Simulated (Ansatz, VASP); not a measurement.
# Sn in two plane-wave programs, part 3 of 3

One calculation is typed for both programs; each brings its own data sets. How far apart do they land? The structure shown is the start of the Ansatz relaxation below; VASP solves that cell, so the two are compared at the walk's first step.

VASP 6.6.1 and Ansatz 0.2.0.

So far: Set-up; Ansatz: relaxation, r2SCAN; VASP: single point, r2SCAN, start cell.

### 3. VASP: single point, r2SCAN, start cell (continued)

Level of this step: r2SCAN; plane waves and PAW (Sn_d) (VASP).

Numbers of over 12 decimals in the logs are rounded to 6 here.

OUTCAR, selected parts (step 3):

```text
ion  position               nearest neighbor table
   1  0.498  0.498  0.498-   2 2.85   2 2.90   2 2.90   2 2.90
   2  0.752  0.752  0.752-   1 2.85   1 2.90   1 2.90   1 2.90

  LATTYP: Found a trigonal (rhomboedric) cell.
 ALAT       =     4.6590206051
 COS(alpha) =     0.4729230524

 Subroutine GETGRP returns: Found 12 space group operations
 (whereof  6 operations were pure point group operations)

The static configuration has the point symmetry C_3v.
 The point group associated with its full space group is D_3d.

   k-points           NKPTS =   1728   k-points in BZ     NKDIM =   1728   number of bands    NBANDS=     20

   dimension x,y,z NGX =    32 NGY =   32 NGZ =   32
   dimension x,y,z NGXF=    64 NGYF=   64 NGZF=   64

   ENCUT  =  440.0 eV  32.34 Ry    5.69 a.u.   7.97  7.97  7.97*2*pi/ulx,y,z

   NELECT =      28.0000    total number of electrons

 k-points in reciprocal lattice and weights: Points of the shifted mesh
   0.04166667  0.04166667  0.04166667       0.001
   0.04166667  0.04166667  0.12500000       0.001
   0.04166667  0.04166667  0.20833333       0.001
   0.04166667  0.04166667  0.29166667       0.001
   0.04166667  0.04166667  0.37500000       0.001
   0.04166667  0.04166667  0.45833333       0.001
   0.04166667  0.04166667  0.54166667       0.001
   0.04166667  0.04166667  0.62500000       0.001
   0.04166667  0.04166667  0.70833333       0.001
[...]
0.95833333  0.95833333  0.87500000       0.001
   0.95833333  0.95833333  0.95833333       0.001

 average (electrostatic) potential at core
       1-107.8036       2-107.8036

 E-fermi :   4.6287

 k-point     1 :       0.0417    0.0417    0.0417
  band No.  band energies     occupation
    ...
     10     -17.1985      2.00000
     11      -5.8399      2.00000
     12       3.5009      2.00000
     13       4.6092      1.93279
     14       4.6092      1.93279
     15       4.9508      0.00000
     16       6.8870      0.00000
     17       6.8870      0.00000
     18       7.2164      0.00000
     19      10.1551      0.00000
    ...

 k-point     2 :       0.0417    0.0417    0.1250
  band No.  band energies     occupation
    ...
     10     -17.1927      2.00000
     11      -5.7531      2.00000
     12       2.6611      2.00000
     13       4.4245      2.00000
     14       4.5569      2.00000
     15       5.2165      0.00000
     16       6.9748      0.00000
     17       7.1429      0.00000
     18       7.6269      0.00000
     19      10.5733      0.00000
    ...

 k-point     3 :       0.0417    0.0417    0.2083
  band No.  band energies     occupation
    ...
     10     -17.1839      2.00000
     11      -5.5433      2.00000
     12       1.4830      2.00000
     13       4.1267      2.00000
     14       4.3220      2.00000
     15       5.2956      0.00000
     16       7.3085      0.00000
     17       7.5608      0.00000
     18       8.4367      0.00000
     19      11.2652      0.00000
    ...

  Total       -0.8471529     -0.8471529     -0.8471529      0.3911408      0.3911408      0.3911408
  in kB      -18.2540922    -18.2540922    -18.2540922      8.4281362      8.4281362      8.4281362
  external PRESSURE =     -18.2540922 kB  Pullay stress =       0.0000000 kB

  energy-cutoff  :      440.00
  volume of cell :       74.36
      direct lattice vectors                 reciprocal lattice vectors
    -0.088623000  3.293829000  3.293829000    -0.145806011  0.149837504  0.149837504
     3.293829000 -0.088623000  3.293829000     0.149837504 -0.145806011  0.149837504
     3.293829000  3.293829000 -0.088623000     0.149837504  0.149837504 -0.145806011

 POSITION                                       TOTAL-FORCE (eV/Angst)
 -----------------------------------------------------------------------------------
      3.23857      3.23857      3.23857        -0.042116     -0.042116     -0.042116
      4.88523      4.88523      4.88523         0.042116      0.042116      0.042116
 -----------------------------------------------------------------------------------
    total drift:                               -0.000000     -0.000000     -0.000000

  FREE ENERGIE OF THE ION-ELECTRON SYSTEM (eV)
  ---------------------------------------------------
  free  energy   TOTEN  =       -49.4598823018 eV

  energy  without entropy=      -49.4598511483  energy(sigma->0) =      -49.45986673

 total charge
# of ion       s       p       d       tot
------------------------------------------
    1        1.137   1.192   9.955  12.284
    2        1.137   1.192   9.955  12.284
--------------------------------------------------
tot          2.274   2.384  19.910  24.568

[... 3 further parts left out ...]
```

The run ends at a pressure of -1.83 GPa, with forces up to 0.073 eV/Å.

### 4. Side by side

Known differences besides the potentials themselves: VASP keeps PBE cores, Ansatz makes them for the functional; the cutoff is 500 eV in Ansatz and 440 eV in VASP. Total energies have different zeros and are not compared.

Forces (eV/Å; atoms numbered as in POSCAR):

```csv
atom,"Ansatz x, y, z","VASP x, y, z"
Sn1,"-0.042, -0.042, -0.042","-0.042, -0.042, -0.042"
Sn2,"0.042, 0.042, 0.042","0.042, 0.042, 0.042"
```

The forces differ by 0.2 meV/Å r.m.s., which is 0.4 % of the r.m.s. force of 0.042 eV/Å (both taken over all components).

### 5. Summary of results

```
r.m.s. force difference (single point, r2SCAN, start cell) : 0.18 meV/Å
```

In words: The r.m.s. force difference is 0.18 meV/Å (single point, r2SCAN, start cell), within the 12 meV/Å picked in this series as the mark of a large difference. How closely two codes agree says nothing of how well the functional describes the real material.

[Lines on the potential files, build, host, timing and source positions are cut from VASP's logs without a mark.]

[Logs are printed without paths, hosts, clocks, repeated set-up lines and the standing remarks that a program may print on its own settings, such as how far it seeks lower states.]

[Hosts, paths, dates, database ids (printed as entryN), source tags and the programs' standing remarks are cut or masked in the printed files.]
